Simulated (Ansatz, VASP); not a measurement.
# Cross-check of H137Cl3O67 between VASP and Ansatz

Wanted: the spread between two codes on one cell, functional and k mesh. The cell is taken from a series of runs on this material, whose earlier steps may have relaxed, scaled, displaced or heated it; both programs get it as it stands.

Main program and level: Ansatz 0.2.0; plane waves, with VASP 6.6.1 beside it; single point at PBEsol.

**1. The starting structure**

The cell holds 207 atoms: 67 O, 137 H and 3 Cl. Its edges and angles: a = 12.793 Å, b = 12.793 Å, c = 12.793 Å, α = 90.0°, β = 90.0°, γ = 90.0°.

**2. Ansatz: single point, PBEsol**

Ansatz runs on its default PAW (the set named soft_2) files.

A single point gives forces, pressure and levels at one fixed geometry, so differences don't come from the geometry; what else differs is listed under the comparison.

The input, input.yaml:

```yaml
crystal:
  lattice:
    - [12.79312, 0.0, 0.0]
    - [0.0, 12.79312, 0.0]
    - [0.0, 0.0, 12.79312]
  atoms:
    - { symbol: O, position: [0.58518, 0.2371, 0.66298] }
    - { symbol: H, position: [0.65803, 0.26452, 0.66828] }
    - { symbol: H, position: [0.59661, 0.17051, 0.70312] }
    - { symbol: H, position: [0.59138, 0.20612, 0.5888] }
    - { symbol: O, position: [0.04205, 0.69378, 0.1676] }
    - { symbol: H, position: [0.11762, 0.6825, 0.14889] }
    - { symbol: H, position: [0.0331, 0.76759, 0.15276] }
    - { symbol: H, position: [0.0356, 0.66758, 0.2409] }
    - { symbol: O, position: [0.42042, 0.22173, 0.02499] }
    - { symbol: H, position: [0.40018, 0.19561, 0.09415] }
    - { symbol: H, position: [0.49818, 0.22224, 0.02316] }
    - { symbol: H, position: [0.40987, 0.17041, 0.96843] }
    - { symbol: O, position: [0.48479, 0.52385, 0.18718] }
    - { symbol: H, position: [0.55792, 0.52332, 0.15958] }
    - { symbol: H, position: [0.45998, 0.59768, 0.19381] }
    - { symbol: O, position: [0.6457, 0.85138, 0.70706] }
    - { symbol: H, position: [0.60862, 0.78267, 0.7108] }
    - { symbol: H, position: [0.71531, 0.8416, 0.67287] }
    - { symbol: O, position: [0.80409, 0.72918, 0.45453] }
    - { symbol: H, position: [0.7901, 0.79154, 0.40952] }
    - { symbol: H, position: [0.81437, 0.75222, 0.52851] }
    - { symbol: O, position: [0.0136, 0.17347, 0.79635] }
    - { symbol: H, position: [0.06552, 0.2176, 0.83465] }
    - { symbol: H, position: [0.98429, 0.21396, 0.73625] }
    - { symbol: O, position: [0.63146, 0.9923, 0.11992] }
    - { symbol: H, position: [0.55358, 0.98794, 0.11484] }
    - { symbol: H, position: [0.65285, 0.9898, 0.19507] }
    - { symbol: O, position: [0.29648, 0.0115, 0.39769] }
    - { symbol: H, position: [0.2842, 0.07867, 0.35965] }
    - { symbol: H, position: [0.37327, 0.00088, 0.40771] }
[... 171 atom lines left out ...]
    - { symbol: O, position: [0.34062, 0.74371, 0.66116] }
    - { symbol: H, position: [0.31894, 0.67478, 0.63134] }
    - { symbol: H, position: [0.29464, 0.80009, 0.63256] }
    - { symbol: Cl, position: [0.92584, 0.37218, 0.42161] }
    - { symbol: Cl, position: [0.74916, 0.96186, 0.39215] }
    - { symbol: Cl, position: [0.40951, 0.42435, 0.7907] }
kpoints:
  mp_grid: { grid: [1, 1, 1] }
hamiltonian:
  xc: pbesol
scf:
  occupations: { method: fixed }
output:
  forces: true
  stress: true
  populations: true
  dos:
    method: { smearing: { sigma: 0.15 } }
    de: 0.1
    projected: { site_lists: { Cl: [Cl], H: [H], O: [O] } }
  eigenvalues: true
  write_density: true
  write_potential: true
  volumetric_format: npy
```

Started as:

```sh
> ansatz run input.yaml --threads 8 --pin off --max-ram 15872MiB --backend cpu --events-out ev --progress --plain --runs-dir out
```

Numbers of over 12 decimals in the logs are rounded to 6 here.

Output:

```text
Engine: ansatz 0.2.0, aarch64-unknown-linux-gnu
Pseudopotentials: kind: paw
Pseudopotential: O, paw, valence charge 6, recommended cutoff 420 eV (normal), O.paw.azcp
Pseudopotential: H, paw, valence charge 1, recommended cutoff 420 eV (normal), H.paw.azcp
Pseudopotential: Cl, paw, valence charge 7, recommended cutoff 420 eV (normal), Cl.paw.azcp
Functional definition: PBEsol
  exchange = pbesol_x
  correlation = pbesol_c
Crystal: 207 atoms, lattice volume = 2093.772 Å³
Basis set: ecut = 420 eV, 40843 PW (Γ), exchange–correlation on 180×180×180 points (8 copies of the dense FFT grid, shifted against one another)
Bands: 487, of which v1, the nominal top of the filled ones, is band 280 counted from 1 (279 counted from 0)
Symmetry: 1 space group operations
Space group: P1 (ITA 1), of the structure as read, at distance tolerance 1.3e-4 Å
k-points: 1
Non-local potential: O, projectors of the file, l = 0: 2, l = 1: 2, l = 2: 1
Non-local potential: H, projectors of the file, l = 0: 2, l = 1: 1
Non-local potential: Cl, projectors of the file, l = 0: 2, l = 1: 2, l = 2: 2
PAW form: soft (Blöchl's): semilocal exchange-correlation on the pseudo side does not see the compensation charge
PAW frozen core: O, regenerated for the run's functional, and the local potential with it (the file was generated under x = pbe(κ = 0.804, μ = 0.219515), c = pbe(β = 0.066725))
PAW frozen core: Cl, regenerated for the run's functional, and the local potential with it (the file was generated under x = pbe(κ = 0.804, μ = 0.219515), c = pbe(β = 0.066725))
PAW one-centre angular grid: O, 110 points (default); XC on 64 Gauss nodes
PAW one-centre angular grid: H, 110 points (default); XC on 64 Gauss nodes
PAW one-centre angular grid: Cl, 110 points (default); XC on 64 Gauss nodes
Initial density: superposition of atomic densities (neutral atoms: chi_scale 0, normalization atom), corrected by the library's trained network
Initial wavefunctions: pseudopotential atomic-orbital guess
Functional: x = pbesol(κ = 0.804, μ = 0.123457), c = pbesol(β = 0.046)
SCF iter   1: F=—  HF=-42936.382872 eV  |F-HF|=—  |Δ(HF+E_count)|=         —  Δρ=6.03e-3  dr2=6.26e-1  ethr=1.77e-3  ⟨swp⟩=5.0  Hψ=1745  notcnv=0  defer=205
preconditioner: auto → Resta (q_TF=auto, 2.190 Å⁻¹)  ε∞=2.2  [insulator: Δε(μ)=4.024 eV  Ē_g=17.505 eV  n_scr=364 (ndim 8)  ℏωp=19.2 eV  f_vac=0.261  ε∞_Penn≈2.2]
SCF iter   2: F=—  HF=-42936.179541 eV  |F-HF|=—  |Δ(HF+E_count)|=   2.03e-1  Δρ=2.30e-3  dr2=9.40e-2  ethr=1.12e-4  ⟨swp⟩=2.0  Hψ=839  notcnv=0  defer=205
SCF iter   3: F=—  HF=-42936.152028 eV  |F-HF|=—  |Δ(HF+E_count)|=   2.75e-2  Δρ=1.02e-3  dr2=2.51e-2  ethr=1.68e-5  ⟨swp⟩=3.0  Hψ=565  notcnv=0  defer=205
SCF iter   4: F=—  HF=-42936.148786 eV  |F-HF|=—  |Δ(HF+E_count)|=   3.24e-3  Δρ=2.61e-4  dr2=1.39e-3  ethr=4.48e-6  ⟨swp⟩=3.0  Hψ=500  notcnv=0  defer=205
SCF iter   5: F=—  HF=-42936.149083 eV  |F-HF|=—  |Δ(HF+E_count)|=   2.96e-4  Δρ=1.51e-4  dr2=3.86e-4  ethr=2.49e-7  ⟨swp⟩=2.0  Hψ=569  notcnv=0  defer=205
SCF iter   6: F=—  HF=-42936.149126 eV  |F-HF|=—  |Δ(HF+E_count)|=   4.37e-5  Δρ=4.65e-5  dr2=4.29e-5  ethr=6.90e-8  ⟨swp⟩=3.0  Hψ=568  notcnv=0  defer=204
SCF iter   7: F=—  HF=-42936.149502 eV  |F-HF|=—  |Δ(HF+E_count)|=   3.76e-4  Δρ=1.17e-5  dr2=2.50e-6  ethr=7.65e-9  ⟨swp⟩=2.0  Hψ=763  notcnv=0  defer=200
SCF iter   8: F=—  HF=-42936.149506 eV  |F-HF|=—  |Δ(HF+E_count)|=   3.98e-6  Δρ=6.91e-6  dr2=7.63e-7  ethr=4.47e-10  ⟨swp⟩=2.0  Hψ=567  notcnv=0  defer=200
SCF iter   9: F=-42936.149507 eV  HF=-42936.149507 eV  |F-HF|=3.15e-8  |Δ(HF+E_count)|=   2.84e-7  Δρ=1.88e-6  dr2=7.15e-8  ethr=1.79e-11  ⟨swp⟩=20.0  Hψ=4705  notcnv=0
SCF 1 converged in 9 iterations: F = -42936.149507 eV  dr2 = 7.15e-8
  greatest PAW one-centre occupation: 0.903 electrons in one spin orbital (limit 2), on the Cl atom at site 204 (counted from 0), in its partial waves of l = 0
[...]
--- Löwdin populations: 207 sites ---
  site symbol       q [e]
     0      O      6.4783
     1      H      0.5701
     2      H      0.5782
     3      H      0.5898
     4      O      6.4816
     5      H      0.5711
     6      H      0.5656
     7      H      0.5659
     8      O      6.4891
     9      H      0.5606
    10      H      0.5722
    11      H      0.5728
    12      O      6.7197
    13      H      0.6179
    14      H      0.6203
    15      O      6.6748
    16      H      0.6012
    17      H      0.6050
    18      O      6.6712
    19      H      0.6322
    20      H      0.6106
    21      O      6.6806
    22      H      0.6133
    23      H      0.6052
[...]
199      H      0.6122
   200      H      0.5934
   201      O      6.7307
   202      H      0.6273
   203      H      0.6170
   204     Cl      7.4948
   205     Cl      7.5280
   206     Cl      7.5187
  spilling = 0.010687 (of n_electrons = 560.000000)
```

Reading the cycles: dr2 is the Hartree energy of the density residual (eV), the measure of convergence; HF is the Harris–Foulkes estimate of the energy, which meets the free energy F at convergence.

**3. VASP: single point, PBEsol**

The same cell, functional and mesh now go to VASP, with its own data sets.

Lines of VASP's logs that name or quote its potential files are left out, and so is its time.

The input, INCAR:

```
SYSTEM = H137Cl3O67
PREC = Accurate
ENCUT = 600
EDIFF = 1E-06
NELM = 120
ISMEAR = 0
SIGMA = 0.01
LREAL = Auto
ALGO = Normal
GGA = PS
NBANDS = 424
LORBIT = 11
LWAVE = .FALSE.
LCHARG = .FALSE.
ISIF = 2
LASPH = .TRUE.
GGA_COMPAT = .FALSE.
EFERMI = MIDGAP
```

The input, POSCAR:

```
H137Cl3O67
1.0
   12.7931200000      0.0000000000      0.0000000000
    0.0000000000     12.7931200000      0.0000000000
    0.0000000000      0.0000000000     12.7931200000
O H Cl
67 137 3
Direct
    0.5851800000      0.2371000000      0.6629800000
    0.0420500000      0.6937800000      0.1676000000
    0.4204200000      0.2217300000      0.0249900000
    0.4847900000      0.5238500000      0.1871800000
    0.6457000000      0.8513800000      0.7070600000
    0.8040900000      0.7291800000      0.4545300000
    0.0136000000      0.1734700000      0.7963500000
    0.6314600000      0.9923000000      0.1199200000
    0.2964800000      0.0115000000      0.3976900000
    0.1352400000      0.0121800000      0.7373000000
    0.5291600000      0.9959700000      0.5770300000
    0.3332500000      0.0974900000      0.6736800000
    0.8124800000      0.5825600000      0.8212700000
    0.3464800000      0.6216800000      0.3960700000
    0.9986100000      0.4918800000      0.8777000000
    0.5194100000      0.4448100000      0.3940100000
    0.5634000000      0.6496900000      0.5266100000
    0.0839600000      0.6258000000      0.5669900000
    0.1005600000      0.4383100000      0.0523100000
    0.2202900000      0.1920600000      0.3011600000
    0.4415700000      0.0836600000      0.8558400000
    0.6751600000      0.5209600000      0.0844000000
    0.6695800000      0.0711600000      0.7580700000
    0.6328600000      0.4544600000      0.8574300000
    0.7247000000      0.5222100000      0.4239600000
    0.4576200000      0.7372600000      0.1940700000
    0.9369900000      0.6182200000      0.3427400000
    0.4200600000      0.2479300000      0.2513300000
    0.1509600000      0.3213000000      0.4608600000
    0.2120600000      0.8458200000      0.5362700000
[... 171 atom lines left out ...]
    0.4823600000      0.7299800000      0.0273600000
    0.3189400000      0.6747800000      0.6313400000
    0.2946400000      0.8000900000      0.6325600000
    0.9258400000      0.3721800000      0.4216100000
    0.7491600000      0.9618600000      0.3921500000
    0.4095100000      0.4243500000      0.7907000000
```

The input, KPOINTS:

```
Automatic mesh
0
Gamma
1 1 1
0 0 0
```

PAW data sets: O, H and Cl (PBE family, release 64).

Started as:

```sh
> export OMP_NUM_THREADS=4
> mpirun -np 1 vasp_gam
```

Output:

```text
[banner, memory and clock lines left out]
running    1 mpi-ranks, on    1 nodes
[...]
Offloading initialized ...    1 GPUs detected
[...]
|                                                                             |
|               ----> ADVICE to this user running VASP <----                  |
|                                                                             |
|     You enforced a specific xc type in the INCAR file but a different       |
|     [... a line on the potential file left out ...]
|     I HOPE YOU KNOW WHAT YOU ARE DOING!                                     |
|                                                                             |

 LDA part: xc-table for (Slater+PW92), standard interpolation
 POSCAR, INCAR and KPOINTS ok, starting setup
[...]
entering main loop
       N       E                     dE             d eps       ncg     rms          rms(c)
DAV:   1     0.486640185635E+04    0.48664E+04   -0.32461E+05   872   0.138E+03
DAV:   2    -0.550395002849E+03   -0.54168E+04   -0.51569E+04  1056   0.320E+02
DAV:   3    -0.108890497751E+04   -0.53851E+03   -0.53428E+03  1048   0.104E+02
DAV:   4    -0.109867895284E+04   -0.97740E+01   -0.97394E+01  1032   0.153E+01
[...]
DAV:  17    -0.100972446276E+04   -0.62835E-05   -0.13587E-04  1024   0.229E-02    0.162E-02
DAV:  18    -0.100972446174E+04    0.10235E-05   -0.19977E-05   968   0.974E-03    0.646E-03
DAV:  19    -0.100972446242E+04   -0.67749E-06   -0.59541E-06   952   0.826E-03
   1 F= -.10097245E+04 E0= -.10097245E+04  d E =0.000000E+00
```

OUTCAR, selected parts (step 3):

```text
  FREE ENERGIE OF THE ION-ELECTRON SYSTEM (eV)
  ---------------------------------------------------
  free  energy   TOTEN  =     -1009.7244624171 eV

  energy  without entropy=    -1009.7244624171  energy(sigma->0) =    -1009.72446242
```

The run ends at a pressure of -2.50 GPa, with forces up to 2.0 eV/Å.

**4. Differences**

Known differences besides the potentials themselves: fixed occupations in Ansatz, narrow Gaussian smearing in VASP; the cutoff is 420 eV in Ansatz and 600 eV in VASP (PREC = Accurate, projectors in real space); Ansatz makes its cores anew for this functional, VASP keeps those of its PBE data sets. Total energies have different zeros and are not compared.

Compared:

```csv
quantity,Ansatz,VASP,difference
pressure (GPa),-2.46,-2.50,+0.04
gap on the k mesh (eV),3.816,3.785,+0.031
```

Forces on 9 of the 207 atoms, those with the largest forces and the largest differences (eV/Å; atoms numbered as in POSCAR):

```csv
atom,"Ansatz x, y, z","VASP x, y, z"
O2,"0.964, -1.754, -0.330","0.989, -1.745, -0.274"
O3,"0.344, 1.316, -0.627","0.343, 1.283, -0.608"
O12,"0.087, -1.450, -0.163","0.055, -1.472, -0.109"
H69,"0.323, -1.089, 1.254","0.310, -1.177, 1.339"
H72,"-0.300, 1.859, 0.336","-0.347, 1.941, 0.293"
H75,"1.594, 0.135, 0.335","1.698, 0.176, 0.328"
H76,"-0.679, -1.406, -0.862","-0.716, -1.438, -0.951"
H127,"-0.525, -0.133, 0.149","-0.508, -0.255, 0.196"
H180,"0.085, 0.257, 0.411","-0.007, 0.233, 0.329"
```

The forces differ by 53 meV/Å r.m.s., which is 11.4 % of the r.m.s. force of 0.467 eV/Å (both taken over all components). A gap on the mesh is an upper bound, since the band edges may lie between its points.

**5. Results**

```yaml
r_m_s_force_difference_single_point_pbesol: 11 % of the r.m.s. force
```

**Reading.** The r.m.s. force difference is 11 % of the r.m.s. force (single point, PBEsol), beyond the 3 % picked in this series as the mark of a large difference. What causes the difference of the single point, PBEsol pair stays open here. Such differences can come from data sets, numerical settings and the points named under the comparisons, not from the functional's error against experiment.

[Lines on the potential files, build, host, timing and source positions are cut from VASP's logs without a mark.]

[Logs are printed without paths, hosts, clocks, repeated set-up lines and the standing remarks that a program may print on its own settings, such as how far it seeks lower states.]

[Hosts, paths, dates, database ids (printed as entryN), source tags and the programs' standing remarks are cut or masked in the printed files.]
